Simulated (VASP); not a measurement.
**Ni: relaxation of cell and atoms with PBE**

The system is Ni.

```
Ni
1.0
     0.00000    1.75559    1.75559
     1.75559    0.00000    1.75559
     1.75559    1.75559    0.00000
Ni
1
Direct
  0.00000 0.00000 0.00000
```

```
Program                : VASP 6.6.1
Task                   : relaxation of cell and atoms
Functional             : PBE
Potentials or basis    : VASP PAW PBE potentials, release 64 (Ni)
Cutoff                 : 520 eV
k mesh                 : 20 × 20 × 20
Occupations            : gaussian, width 0.1 eV
Spin                   : no spin polarisation
Further INCAR settings : ALGO = Normal; EDIFF = 1e-07; IBRION = 2; EDIFFG = -0.002; NSW = 80; ISIF = 3
```

```
Relaxed volume                         : 10.82 Å³/atom
Relaxed cell                           : a = 2.483 Å, b = 2.483 Å, c = 2.483 Å, α = 60.00°, β = 60.00°, γ = 60.00°
Space group after relaxing (to 0.05 Å) : Fm-3m (No. 225)
Energy gained by relaxing              : 0.0 meV/atom
Ionic steps                            : 3
Pressure after relaxing                : 0.0 GPa
Band gap on the k mesh                 : none (metal or under the smearing width)
```

Final structure:
```
Ni
1.0
     0.00000    1.75571    1.75571
     1.75571    0.00000    1.75571
     1.75571    1.75571    0.00000
Ni
1
Direct
  0.00000 0.00000 0.00000
```

Levels at points of the mesh, in eV from the Fermi level:
| k point | band 1 | band 2 | band 3 | band 4 | band 5 | band 6 | band 7 | band 8 | band 9 |
| --- | --- | --- | --- | --- | --- | --- | --- | --- | --- |
| (0.00, 0.00, 0.00) | -8.87 | -1.85 | -1.85 | -1.85 | -0.75 | -0.75 | 23.88 | 27.86 | 27.86 |
| (0.50, 0.00, 0.00) | -4.44 | -1.90 | -1.90 | -0.14 | -0.01 | -0.01 | 6.12 | 22.38 | 25.01 |
| (0.50, 0.50, 0.00) | -4.29 | -3.70 | -0.02 | 0.18 | 0.18 | 2.63 | 9.59 | 15.08 | 15.08 |

It took 97 s on 1 thread of AMD EPYC 7R43 64-Core Processor (Zen 3), on a shared host, peak memory 0.1 GiB.

Caveat: the run has no spin polarisation, though such a crystal can be magnetic. Spin polarisation is off, so any magnetic state and its effect on volume and gap are missing.
